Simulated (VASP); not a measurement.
# Which face does Re expose?, part 2 of 5

How do surface energy, work function and relaxation of Re depend on the face?

VASP 6.6.1; PBEsol; plane waves and PAW (Re).

So far. Step 3 (The bulk reference, job self-consistent run, k-mesh …): The run ends at a pressure of -1.68 GPa.

### 4. Relaxing the slab, 8 atoms, face Re(0001)

System of this step: Re(0001). The cell holds 8 atoms: 8 Re. Its edges and angles: a = 2.751 Å, b = 2.751 Å, c = 30.550 Å, α = 90.0°, β = 90.0°, γ = 60.0°. It derives from Re. 8 layers of hcp Re, cut at this functional's lattice. Vacuum lies along c.

All atoms relax at the fixed cell.

INCAR reads:

```
SYSTEM = Re
PREC = Normal
ENCUT = 320
EDIFF = 1E-05
NELM = 120
ISMEAR = 1
SIGMA = 0.15
LREAL = .FALSE.
ALGO = Fast
GGA = PS
NBANDS = 36
LASPH = .TRUE.
LORBIT = 11
LWAVE = .FALSE.
LCHARG = .FALSE.
KPAR = 4
IBRION = 2
NSW = 40
ISIF = 2
EDIFFG = -0.03
POTIM = 0.4
MAXMIX = 40
```

POSCAR reads:

```
Re
1.0
    2.7508847553      0.0000000000      0.0000000000
    1.3754423776      2.3823360810      0.0000000000
    0.0000000000      0.0000000000     30.5503591568
Re
8
Direct
    0.6666666700      0.6666666700      0.2454963000
    0.0000000000      0.0000000000      0.3182116400
    0.6666666700      0.6666666700      0.3909269800
    0.0000000000      0.0000000000      0.4636423300
    0.6666666700      0.6666666700      0.5363576700
    0.0000000000      0.0000000000      0.6090730200
    0.6666666700      0.6666666700      0.6817883600
    0.0000000000      0.0000000000      0.7545037000
```

KPOINTS reads:

```
Automatic mesh
0
Gamma
12 12 1
0 0 0
```

The projector-augmented-wave data sets are Re (PBE family, release 64).

On the command line:

```bash
mpirun -np 4 vasp_std
```

The log of the run:

```text
[banner, memory and clock lines left out]
running    4 mpi-ranks, on    1 nodes
 distrk:  each k-point on    1 cores,    4 groups
 distr:  one band on    1 cores,    1 groups

 POSCAR found type information on POSCAR Re
 POSCAR found :  1 types and       8 ions
 [... a notice as in an earlier step ...]

 LDA part: xc-table for (Slater+PW92), standard interpolation
 POSCAR, INCAR and KPOINTS ok, starting setup
 FFT: planning ... GRIDC
 FFT: planning ... GRID_SOFT
 FFT: planning ... GRID
 WAVECAR not read
 entering main loop
       N       E                     dE             d eps       ncg     rms          rms(c)
DAV:   1     0.572570032464E+03    0.57257E+03   -0.15948E+04  2236   0.141E+03
DAV:   2     0.113080987432E+02   -0.56126E+03   -0.51706E+03  2348   0.149E+03
DAV:   3    -0.897414380970E+02   -0.10105E+03   -0.95835E+02  2556   0.557E+02
DAV:   4    -0.105102728515E+03   -0.15361E+02   -0.13696E+02  2300   0.191E+02
DAV:   5    -0.109529272670E+03   -0.44265E+01   -0.40747E+01  2608   0.566E+01    0.865E+01
RMM:   6    -0.116957980308E+03   -0.74287E+01   -0.13530E+01  1630   0.681E+01    0.372E+01
RMM:   7    -0.351592285538E+03   -0.23463E+03   -0.34092E+02  2478   0.413E+02    0.327E+02
RMM:   8    -0.351115281605E+03    0.47700E+00   -0.24485E+02  2434   0.147E+02    0.195E+02
RMM:   9    -0.144838840695E+03    0.20628E+03   -0.48211E+01  1775   0.172E+02    0.293E+01
RMM:  10    -0.107151985859E+03    0.37687E+02   -0.26744E+01  1817   0.550E+01    0.140E+01
RMM:  11    -0.104096513586E+03    0.30555E+01   -0.17387E+01  1994   0.223E+01    0.960E+00
RMM:  12    -0.104561455171E+03   -0.46494E+00   -0.64124E+00  2421   0.113E+01    0.922E+00
RMM:  13    -0.103821431011E+03    0.74002E+00   -0.26466E+00  2283   0.821E+00    0.716E+00
RMM:  14    -0.104011787145E+03   -0.19036E+00   -0.21610E+00  2373   0.588E+00    0.697E+00
RMM:  15    -0.103748066656E+03    0.26372E+00   -0.17142E+00  2380   0.501E+00    0.625E+00
RMM:  16    -0.103854794413E+03   -0.10673E+00   -0.13342E+00  2461   0.298E+00    0.651E+00
RMM:  17    -0.103928121284E+03   -0.73327E-01   -0.69435E-01  2338   0.290E+00    0.759E+00
RMM:  18    -0.104038422351E+03   -0.11030E+00   -0.92130E-01  2367   0.241E+00    0.758E+00
RMM:  19    -0.104072918416E+03   -0.34496E-01   -0.45447E-01  2391   0.180E+00    0.820E+00
RMM:  20    -0.104105138728E+03   -0.32220E-01   -0.45405E-01  2389   0.133E+00    0.870E+00
RMM:  21    -0.104144908246E+03   -0.39770E-01   -0.29506E-01  2421   0.110E+00    0.826E+00
RMM:  22    -0.104181182691E+03   -0.36274E-01   -0.30989E-01  2461   0.854E-01    0.857E+00
RMM:  23    -0.104200036342E+03   -0.18854E-01   -0.19182E-01  2386   0.766E-01    0.778E+00
RMM:  24    -0.104224538446E+03   -0.24502E-01   -0.20375E-01  2355   0.630E-01    0.705E+00
RMM:  25    -0.104233741678E+03   -0.92032E-02   -0.12776E-01  2158   0.595E-01    0.625E+00
RMM:  26    -0.104218148583E+03    0.15593E-01   -0.11084E-01  2210   0.902E-01    0.476E+00
RMM:  27    -0.104198239340E+03    0.19909E-01   -0.84151E-02  2396   0.115E+00    0.260E+00
RMM:  28    -0.104196626189E+03    0.16132E-02   -0.75229E-02  2303   0.689E-01    0.136E+00
RMM:  29    -0.104199192127E+03   -0.25659E-02   -0.56846E-02  2289   0.502E-01    0.714E-01
RMM:  30    -0.104203270101E+03   -0.40780E-02   -0.53237E-02  2328   0.431E-01    0.189E-01
[...]
RMM:  93    -0.104242108638E+03   -0.20154E-04   -0.20678E-04   958   0.164E-01    0.300E-01
RMM:  94    -0.104242127396E+03   -0.18758E-04   -0.19379E-04   997   0.178E-01    0.233E-01
RMM:  95    -0.104242144678E+03   -0.17282E-04   -0.17586E-04   992   0.180E-01    0.304E-01
RMM:  96    -0.104242160115E+03   -0.15437E-04   -0.16007E-04   992   0.202E-01    0.185E-01
RMM:  97    -0.104242175753E+03   -0.15638E-04   -0.15728E-04  1031   0.195E-01    0.254E-01
RMM:  98    -0.104242189488E+03   -0.13735E-04   -0.13758E-04   976   0.184E-01    0.183E-01
RMM:  99    -0.104242202221E+03   -0.12733E-04   -0.13286E-04   997   0.182E-01    0.255E-01
RMM: 100    -0.104242213974E+03   -0.11753E-04   -0.11958E-04   985   0.167E-01    0.217E-01
RMM: 101    -0.104242224300E+03   -0.10325E-04   -0.11062E-04   950   0.160E-01    0.170E-01
RMM: 102    -0.104242233624E+03   -0.93249E-05   -0.10003E-04   962   0.166E-01    0.127E-01
RMM: 103    -0.104242244308E+03   -0.10684E-04   -0.99203E-05   991   0.166E-01    0.138E-01
RMM: 104    -0.104242252827E+03   -0.85186E-05   -0.91402E-05   980   0.157E-01
   1 F= -.10424225E+03 E0= -.10424071E+03  d E =-.104242E+03
 curvature:   0.00 expect dE= 0.000E+00 dE for cont linesearch  0.000E+00
 trial: gam= 0.00000 g(F)=  0.247E+00 g(S)=  0.000E+00 ort = 0.000E+00 (trialstep = 0.100E+01)
 search vector abs. value=  0.247E+00
 bond charge predicted
       N       E                     dE             d eps       ncg     rms          rms(c)
DAV:   1    -0.104284629730E+03   -0.42385E-01   -0.35169E+01  2092   0.356E+01    0.126E+00
RMM:   2    -0.104303480890E+03   -0.18851E-01   -0.70366E-01  1542   0.194E+01    0.888E+00
RMM:   3    -0.104399452871E+03   -0.95972E-01   -0.10711E+00  1938   0.568E+00    0.579E+00
RMM:   4    -0.104407238936E+03   -0.77861E-02   -0.17056E-01  2019   0.227E+00    0.518E+00
RMM:   5    -0.104413748840E+03   -0.65099E-02   -0.67777E-02  2251   0.958E-01    0.506E+00
RMM:   6    -0.104416877959E+03   -0.31291E-02   -0.41097E-02  1977   0.141E+00    0.604E+00
RMM:   7    -0.104415408448E+03    0.14695E-02   -0.27362E-02  2116   0.721E-01    0.658E+00
RMM:   8    -0.104417460485E+03   -0.20520E-02   -0.15573E-02  2092   0.541E-01    0.771E+00
RMM:   9    -0.104420807350E+03   -0.33469E-02   -0.12720E-02  2068   0.604E-01    0.924E+00
RMM:  10    -0.104423650386E+03   -0.28430E-02   -0.91661E-03  2089   0.417E-01    0.100E+01
RMM:  11    -0.104430031902E+03   -0.63815E-02   -0.94822E-03  2121   0.640E-01    0.114E+01
RMM:  12    -0.104431025792E+03   -0.99389E-03   -0.75273E-03  2192   0.217E-01    0.114E+01
RMM:  13    -0.104442165631E+03   -0.11140E-01   -0.99009E-03  2418   0.875E-01    0.133E+01
RMM:  14    -0.104443157940E+03   -0.99231E-03   -0.46402E-03  2189   0.219E-01    0.124E+01
RMM:  15    -0.104444102977E+03   -0.94504E-03   -0.31462E-03  2159   0.123E-01    0.117E+01
RMM:  16    -0.104444236840E+03   -0.13386E-03   -0.20345E-03  1760   0.107E-01    0.118E+01
RMM:  17    -0.104445827156E+03   -0.15903E-02   -0.20620E-03  1446   0.204E-01    0.113E+01
RMM:  18    -0.104418849209E+03    0.26978E-01   -0.46489E-02  2457   0.325E+00    0.266E+00
RMM:  19    -0.104420153654E+03   -0.13044E-02   -0.20213E-02  2464   0.842E-01    0.258E+00
RMM:  20    -0.104428638806E+03   -0.84852E-02   -0.20980E-02  2466   0.117E+00    0.372E+00
RMM:  21    -0.104441880121E+03   -0.13241E-01   -0.13129E-02  2468   0.120E+00    0.370E+00
RMM:  22    -0.104436813260E+03    0.50669E-02   -0.46949E-03  2454   0.545E-01    0.355E+00
RMM:  23    -0.104422005097E+03    0.14808E-01   -0.27655E-02  2468   0.168E+00    0.339E+00
RMM:  24    -0.104423377977E+03   -0.13729E-02   -0.15592E-02  2467   0.706E-01    0.269E+00
RMM:  25    -0.104423697672E+03   -0.31970E-03   -0.56168E-03  2456   0.376E-01    0.202E+00
RMM:  26    -0.104425031255E+03   -0.13336E-02   -0.81382E-03  2466   0.578E-01    0.213E+00
RMM:  27    -0.104428610128E+03   -0.35789E-02   -0.79492E-03  2449   0.449E-01    0.372E+00
RMM:  28    -0.104432488854E+03   -0.38787E-02   -0.61959E-03  2439   0.386E-01    0.479E+00
RMM:  29    -0.104433477768E+03   -0.98891E-03   -0.48559E-03  2415   0.320E-01    0.481E+00
RMM:  30    -0.104434923593E+03   -0.14458E-02   -0.33303E-03  1972   0.164E-01    0.533E+00
[...]
RMM:  56    -0.104415266550E+03    0.33392E-03   -0.47206E-03  2390   0.265E-01    0.948E-01
RMM:  57    -0.104415228735E+03    0.37816E-04   -0.51826E-03  2416   0.260E-01    0.651E-01
RMM:  58    -0.104415354471E+03   -0.12574E-03   -0.32992E-03  2270   0.203E-01    0.490E-01
RMM:  59    -0.104415618924E+03   -0.26445E-03   -0.28241E-03  2121   0.136E-01    0.338E-01
RMM:  60    -0.104415744037E+03   -0.12511E-03   -0.10279E-03  1574   0.133E-01    0.174E-01
RMM:  61    -0.104415846256E+03   -0.10222E-03   -0.87906E-04  1421   0.126E-01    0.164E-01
RMM:  62    -0.104415888999E+03   -0.42743E-04   -0.40690E-04  1377   0.150E-01    0.614E-02
RMM:  63    -0.104415918691E+03   -0.29693E-04   -0.27706E-04  1129   0.163E-01    0.853E-02
RMM:  64    -0.104415939221E+03   -0.20529E-04   -0.20037E-04  1070   0.184E-01    0.407E-02
RMM:  65    -0.104415953326E+03   -0.14105E-04   -0.14104E-04  1097   0.228E-01    0.410E-02
RMM:  66    -0.104415966085E+03   -0.12759E-04   -0.12413E-04  1048   0.212E-01    0.268E-02
RMM:  67    -0.104415972875E+03   -0.67899E-05   -0.72148E-05  1057   0.230E-01
   2 F= -.10441597E+03 E0= -.10441263E+03  d E =-.173720E+00
[... from here on, the cycles between the ionic steps are left out ...]
   3 F= -.10443695E+03 E0= -.10443422E+03  d E =-.194693E+00
   4 F= -.10443698E+03 E0= -.10443420E+03  d E =-.194723E+00
   5 F= -.10445070E+03 E0= -.10444990E+03  d E =-.137245E-01
   6 F= -.10445207E+03 E0= -.10445193E+03  d E =-.150934E-01
   7 F= -.10445202E+03 E0= -.10445179E+03  d E =-.150429E-01
   8 F= -.10445241E+03 E0= -.10445210E+03  d E =-.391555E-03
   9 F= -.10445244E+03 E0= -.10445212E+03  d E =-.422951E-03
  10 F= -.10445247E+03 E0= -.10445214E+03  d E =-.450499E-03
  11 F= -.10445253E+03 E0= -.10445217E+03  d E =-.515883E-03
 curvature:  -0.54 expect dE=-0.113E-03 dE for cont linesearch -0.246E-08
 trial: gam= 0.18948 g(F)=  0.208E-03 g(S)=  0.000E+00 ort =-0.141E-05 (trialstep = 0.130E+01)
 search vector abs. value=  0.223E-03
 bond charge predicted
       N       E                     dE             d eps       ncg     rms          rms(c)
DAV:   1    -0.104452581644E+03   -0.53670E-04   -0.53102E-02  2112   0.143E+00    0.454E-01
RMM:   2    -0.104452463833E+03    0.11781E-03   -0.10642E-03  1557   0.712E-01    0.453E-01
RMM:   3    -0.104452636660E+03   -0.17283E-03   -0.11452E-03  1640   0.261E-01    0.361E-01
RMM:   4    -0.104452681384E+03   -0.44724E-04   -0.25517E-04  1428   0.126E-01    0.327E-01
RMM:   5    -0.104452679851E+03    0.15327E-05   -0.43302E-05   989   0.109E-01
  12 F= -.10445268E+03 E0= -.10445245E+03  d E =-.145496E-03
 trial-energy change:   -0.000145  1 .order   -0.000127   -0.000270    0.000017
 step:   1.2248(harm=  1.2248)  dis= 0.00204  next Energy=  -104.452661 (dE=-0.127E-03)
 reached required accuracy - stopping structural energy minimisation
```

Wall time 2.4 min (4 MPI ranks of Intel Xeon 6975P-C (Granite Rapids), shared host); peak memory 0.73 GiB.

Parts of OUTCAR (step 4):

```text
  LATTYP: Found a hexagonal cell.
 ALAT       =     2.7508847553
 C/A-ratio  =    11.1056485002

 Subroutine GETGRP returns: Found 12 space group operations
 (whereof  6 operations were pure point group operations)

The static configuration has the point symmetry C_3v.
 The point group associated with its full space group is D_3d.

 Found     19 irreducible k-points:

   k-points           NKPTS =     19   k-points in BZ     NKDIM =     19   number of bands    NBANDS=     36

   dimension x,y,z NGX =    12 NGY =   12 NGZ =  140
   dimension x,y,z NGXF=    24 NGYF=   24 NGZF=  280

   ENCUT  =  320.0 eV  23.52 Ry    4.85 a.u.   4.01  4.01 44.56*2*pi/ulx,y,z

   NELECT =      56.0000    total number of electrons

 E-fermi :   2.4597

 k-point     1 :       0.0000    0.0000    0.0000
  band No.  band energies     occupation
    ...
     27       1.4655      2.00000
     28       1.4655      2.00000
     29       1.6319      2.00000
     30       1.6319      2.00000
     31       1.9753      2.00005
     32       2.9864     -0.00001
     33       3.0243     -0.00000
     34       3.0246     -0.00000
     35       3.3064     -0.00000
     36       3.4947     -0.00000

 k-point     2 :       0.0833    0.0000    0.0000
  band No.  band energies     occupation
    ...
     28       1.5143      2.00000
     29       1.6637      2.00000
     30       1.8509      2.00000
     31       1.9720      2.00004
     32       2.4654      0.93495
     33       2.5327      0.27399
     34       2.8794     -0.00055
     35       2.9804     -0.00001
     36       3.4027     -0.00000

  Total       -4.0145842     -4.0145842     -1.6031708      0.0000000      0.0000000      0.0000000
  in kB      -32.1262037    -32.1262037    -12.8291719      0.0000000      0.0000000      0.0000000
  external PRESSURE =     -25.6938598 kB  Pullay stress =       0.0000000 kB

  energy-cutoff  :      320.00
  volume of cell :      200.21
      direct lattice vectors                 reciprocal lattice vectors
     2.750884755  0.000000000  0.000000000     0.363519409 -0.209878029  0.000000000
     1.375442378  2.382336081  0.000000000     0.000000000  0.419756057  0.000000000
     0.000000000  0.000000000 30.550359157     0.000000000  0.000000000  0.032732839

 POSITION                                       TOTAL-FORCE (eV/Angst)
 -----------------------------------------------------------------------------------
      2.75088      1.58822      7.57235        -0.000000     -0.000000      0.006344
      0.00000      0.00000      9.65481        -0.000000     -0.000000      0.029910
      2.75088      1.58822     11.96734         0.000000     -0.000000     -0.007600
      2.75088      0.00000     14.12095        -0.000000     -0.000000      0.019324
      2.75088      1.58822     16.42941         0.000000      0.000000     -0.019324
      2.75088      0.00000     18.58302        -0.000000      0.000000      0.007600
      2.75088      1.58822     20.89555         0.000000      0.000000     -0.029910
      4.12633      2.38234     22.97801         0.000000      0.000000     -0.006344
 -----------------------------------------------------------------------------------
    total drift:                               -0.000001     -0.000001     -0.000000

  FREE ENERGIE OF THE ION-ELECTRON SYSTEM (eV)
  ---------------------------------------------------
  free  energy   TOTEN  =      -104.4526798512 eV

  energy  without entropy=     -104.4519802025  energy(sigma->0) =     -104.45244663

 total charge
# of ion       s       p       d       tot
------------------------------------------
    1        0.641   0.539   4.880   6.060
    2        0.634   0.701   4.921   6.257
    3        0.630   0.683   4.885   6.198
    4        0.631   0.675   4.902   6.207
    5        0.631   0.675   4.902   6.207
    6        0.630   0.683   4.885   6.198
    7        0.634   0.701   4.921   6.257
    8        0.641   0.539   4.880   6.060
--------------------------------------------------
tot          5.071   5.197  39.177  49.444

[... 1 part as in an earlier step ...]

[... 7 further parts left out ...]
```

The run keeps the 12 symmetry operations of its start, so it cannot find a distortion of lower symmetry.

Step by step:

```tsv
step	energy less that of the first step (eV)	largest force (eV/Å)
1	0.0000	1.3202
2	-0.1737	0.4380
3	-0.1947	0.4582
4	-0.1947	0.4660
5	-0.2084	0.1337
6	-0.2098	0.0674
7	-0.2098	0.0657
8	-0.2102	0.0394
9	-0.2102	0.0408
10	-0.2102	0.0431
11	-0.2103	0.0370
12	-0.2104	0.0299
```

The atoms that moved most (Å):

```tsv
atom	dx	dy	dz	length
Re8	0.000	0.000	-0.072	0.072
Re1	0.000	0.000	0.072	0.072
Re2	0.000	0.000	-0.067	0.067
Re7	0.000	0.000	0.067	0.067
Re5	0.000	0.000	0.043	0.043
Re4	0.000	0.000	-0.043	0.043
Re3	0.000	0.000	0.024	0.024
Re6	0.000	0.000	-0.024	0.024
```

The relaxed structure:

```
Re
1.0
     2.75088    0.00000    0.00000
     1.37544    2.38234    0.00000
     0.00000    0.00000   30.55036
Re
8
Cartesian
  2.7509 1.5882 7.5723
  0.0000 0.0000 9.6548
  2.7509 1.5882 11.9673
  0.0000 0.0000 14.1209
  2.7509 1.5882 16.4294
  0.0000 0.0000 18.5830
  2.7509 1.5882 20.8955
  0.0000 0.0000 22.9780
```

This step gave:

```
electronic cycles       : 253
electrons               : 56
free energy (TOTEN)     : -104.4527 eV
energy at zero smearing : -104.4524 eV
Fermi energy            : 2.460 eV
```

The run ended after 12 ionic steps, 0.210 eV below its first step, once the forces on the free atoms met EDIFFG = -0.03.

[end of part 2 of 5]

[Lines on the potential files, build, host, timing and source positions are cut from VASP's logs without a mark.]

[Logs are printed without paths, hosts, clocks, repeated set-up lines and the standing remarks that a program may print on its own settings, such as how far it seeks lower states.]

[Hosts, paths, dates, database ids (printed as entryN), source tags and the programs' standing remarks are cut or masked in the printed files.]

[Runs that stopped without an error message from VASP are left out.]
